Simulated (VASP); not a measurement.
A run of VASP 6.6.1 is set up as follows.

File POSCAR:

```
Ge17Se15                                
1.0
    0.0000000000      7.7675420000     -4.5225270000
    0.0000000000     -7.7675420000     -4.5225270000
  -11.1847690000      0.0000000000      0.0000000000
  Ge              Se            
    17    15
Direct
     0.0096869154824070    0.1342764880152454    0.8894943910576676
     0.2503490344052759    0.8706921246837329    0.8823196832183848
     0.7459292723314613    0.3750569013535645    0.8824159098983078
     0.4958778805992909    0.6206504963338296    0.8779508680760140
     0.1171950848720806    0.2419439266369286    0.3754147796019519
     0.3831388847952179    0.9985602356112073    0.3675530406168082
     0.8742686146321619    0.5076001708922636    0.3678505316376205
     0.6255341446885060    0.7501600181001800    0.3698310249136723
     0.1240574190413855    0.4973330332282841    0.6226099992152303
     0.3727138806883864    0.2488865359056965    0.6227050602391144
     0.8749600108334421    0.7500830775426025    0.6285221414999017
     0.6254263082278158    0.9997906910300465    0.6286172273148727
     0.2342186298915987    0.6055638061274999    0.1076527510646037
     0.4814523564634780    0.3594235278872034    0.1086342041978059
     0.0162178837100374    0.9006598225090421    0.1357941873515476
     0.7757211597877326    0.1406793264760599    0.1356146130700532
     0.1714280325922300    0.2957814994023233    0.1490855368165654
     0.4432535281405575    0.0604124462116324    0.1414410444441140
     0.9356596247093046    0.5678607490320950    0.1416552218062278
     0.7011119445252253    0.8256458078364979    0.1458958631935439
     0.4383349656335904    0.5631098307748165    0.6473012635566932
     0.6889637575571842    0.3148062615422129    0.6505817178546049
     0.1900315275750727    0.8136235167756460    0.6504220472754119
     0.9392687858101698    0.0639743062161978    0.6571483585189072
     0.8043407507675803    0.1855835755413846    0.3620198815983874
     0.0612411197331939    0.9292005324646667    0.3621205721950711
     0.5597412362849095    0.4381655314737307    0.3404232656224923
     0.3136596659065680    0.6838990213776970    0.3397739214560720
     0.0665911882262672    0.4425890682640524    0.8535368155089396
     0.3179575988484838    0.1915330356428940    0.8535634116881252
     0.8126920440939878    0.6881279416820348    0.8555922066618005
     0.5634908391453888    0.9374463634287284    0.8555793088294745
```

Contents of INCAR.step1:

```
ALGO = Normal
AMIX = 0.2
AMIX_MAG = 0.8
BMIX = 1E-4
BMIX_MAG = 1E-4
EDIFF = 1E-5
ENCUT = 400
GGA = PE
ICORELEVEL = 1
ISIF = 2
ISMEAR = 0
ISPIN = 2
LASPH = T
LORBIT = 11
LREAL = Auto
LUSENCCL = F
LWAVE = T
MAGMOM = 0 0 0 0 0.25 0 0 0 0 0 0 0 0.25 0.25 0 0 0.25 0 0 0 0 0 0 0 0 0 0 0 0 0 0 0
NELECT = 329.0
NELM = 150
PREC = Normal
SIGMA = 0.01
```

The input INCAR.step2:

```
ALGO = Normal
AMIX = 0.2
AMIX_MAG = 0.8
BMIX = 1E-4
BMIX_MAG = 1E-4
EDIFF = 1E-6
ENCUT = 400
GGA = PE
HFSCREEN = 0.2
ICORELEVEL = 1
ISIF = 2
ISMEAR = 0
ISPIN = 2
ISTART = 1
LASPH = T
LCHARG = F
LHFCALC = T
LORBIT = 11
LREAL = Auto
LUSENCCL = F
LWAVE = F
MAGMOM = 0 0 0 0 0.25 0 0 0 0 0 0 0 0.25 0.25 0 0 0.25 0 0 0 0 0 0 0 0 0 0 0 0 0 0 0
NELECT = 329.0
NELM = 150
PREC = Normal
PRECFOCK = Fast
SIGMA = 0.01
```

Contents of KPOINTS:

```
k-points
0
Gamma
  1 1 1
```

Potentials or basis: VASP PAW PBE potentials, release 64 (Ge_d, Se).

The run is started by

```console
$ cat potpaw_PBE.64/Ge_d/POTCAR potpaw_PBE.64/Se/POTCAR > POTCAR
$ cp INCAR.step1 INCAR
$ mpirun -np 1 vasp_gam > vasp.out
$ cp INCAR.step2 INCAR
$ mpirun -np 1 vasp_gam > vasp.out
```

Q: Predict the band gap on the k mesh.

A: 0.94 eV, direct.

Q: Estimate the net moment.

A: 1.00 μB per cell.

Forces in eV/Å, atoms in the order of the input:
```
Ge   0.345 -0.006  0.067
Ge   0.263  0.055  0.019
Ge   0.264 -0.053  0.021
Ge   0.237  0.001  0.030
Ge   0.419  0.005  0.378
Ge   0.435 -0.051 -0.044
Ge   0.440  0.048 -0.044
Ge   0.406  0.000 -0.084
Ge  -0.450 -0.050 -0.078
Ge  -0.445  0.049 -0.075
Ge  -0.373 -0.059 -0.051
Ge  -0.368  0.060 -0.048
Ge  -0.352 -0.092  0.067
Ge  -0.342  0.102  0.061
Ge  -0.272 -0.128 -0.232
Ge  -0.272  0.129 -0.233
Ge  -0.007 -0.010  0.217
Se  -0.094 -0.065 -0.024
Se  -0.090  0.067 -0.021
Se  -0.211 -0.002 -0.480
Se   0.000  0.000  0.089
Se  -0.047 -0.070  0.126
Se  -0.050  0.071  0.128
Se   0.012  0.000  0.126
Se   0.056  0.176 -0.020
Se   0.060 -0.176 -0.020
Se   0.079  0.022 -0.116
Se   0.077 -0.025 -0.124
Se   0.057  0.056  0.042
Se   0.058 -0.055  0.041
Se   0.085  0.009  0.141
Se   0.081 -0.007  0.141
```

Caveat: the cell is charged against a uniform background, so pressure and absolute levels hang on convention; the PAW data sets were made with another functional, which shifts forces and pressure a little.
